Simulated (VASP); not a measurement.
Data:

```xyz
4
Lattice="4.2215 0.0000 0.0000 -2.1107 3.6559 0.0000 0.0000 0.0000 6.8167" Properties=species:S:1:pos:R:3 pbc="T T T"
Mg     2.1107     1.2186     3.3968
Mg     0.0000     2.4373     6.8052
Se     2.1107     1.2186     5.9762
Se     0.0000     2.4373     2.5678
```

Calculation: LDA (Ceperley-Alder, Perdew-Zunger), VASP's LDA PAW potentials (set 64) (plane waves; VASP). Numerical set-up: 300 eV cut-off, 5×5×3 Γ-centred mesh, Gaussian smearing of 0.010 eV, potentials Mg Se.

Energy and stress use the plane-wave basis of the starting cell.

Problem. The ions, cell shape and volume are relaxed. Give the cell that the relaxation ends in.

Solution. 
```xyz
4
Lattice="4.1672 0.0000 0.0000 -2.0836 3.6089 0.0000 0.0000 0.0000 6.7123" Properties=species:S:1:pos:R:3 pbc="T T T"
Mg     2.0836     1.2030     3.3423
Mg     0.0000     2.4059     6.6985
Se     2.0836     1.2030     5.8871
Se     0.0000     2.4059     2.5310
```
Space group P6_3mc (186), at a tolerance of 0.03 Å.

Problem. How do energy and volume change from the first to the last step?

Solution. The energy (σ→0) changes by -6.7 meV/atom and the volume by -4.0 %, in 5 ionic steps.

The structure comes from a computed database's MgSe entry (P6_3mc); how it stands against other phases isn't given here. This run relaxes it. Symmetry was kept, so distortions that lower it aren't found. The run is one of a series of settings (EDIFFG = -0.01, IBRION = 2, ISIF = 3, NSW = 50 against the base run), some of them coarse on purpose.
